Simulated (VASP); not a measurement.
Input:

```
BeSe
1.0
    0.00000     2.59051     2.59051
    2.59051     0.00000     2.59051
    2.59051     2.59051     0.00000
Be Se
1 1
Direct
  0.00000   0.00000   0.00000
  0.25000   0.25000   0.25000
```

Calculation: PBE GGA, VASP's PBE PAW potentials (set 64) (plane waves; VASP). Run with 400 eV cut-off, 8×8×8 Γ-centred mesh, Gaussian smearing of 0.050 eV, potentials Be Se.

Q: Estimate the energy per atom (σ→0), band gap (on the k-mesh) with the smallest direct gap where there is one.

A: 
The band gap (on the k-mesh) is 2.67 eV and the smallest direct gap (on the k-mesh) comes out as 4.21 eV. The energy per atom (σ→0) comes out as -4.429 eV/atom.

The absolute energy has meaning only against runs of the same code, potentials and settings.

The compound is BeSe in the zinc blende structure. It was relaxed first. The start is the result of an earlier pass.
